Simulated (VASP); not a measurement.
Here is the system:

```yaml
crystal:
  lattice:
    - [0.00000, 1.98967, 1.98967]
    - [1.98967, 0.00000, 1.98967]
    - [1.98967, 1.98967, 0.00000]
  atoms:
    - { symbol: Li, position: [0.00000, 0.00000, 0.00000] }
    - { symbol: F, position: [0.50000, 0.50000, 0.50000] }
```

All values below come from r2SCAN meta-GGA, VASP's PBE PAW potentials (set 64) (plane waves; VASP 6.6.1). Settings: 520 eV cut-off, 10×10×10 Γ-centred mesh, Gaussian smearing of 0.050 eV, potentials Li_sv F.

**Question.** Predict the energy per atom (σ→0), band gap (on the k-mesh) with the smallest direct gap where there is one.

**Answer.** 
| Quantity | Result |
|---|---|
| band gap (on the k-mesh) | 10.63 eV |
| smallest direct gap (on the k-mesh) | 10.63 eV |
| energy per atom (σ→0) | -5.951 eV/atom |

The absolute energy has meaning only against runs of the same code, potentials and settings.

The compound is LiF in the rock salt structure. It was relaxed first. The start is the result of an earlier pass.
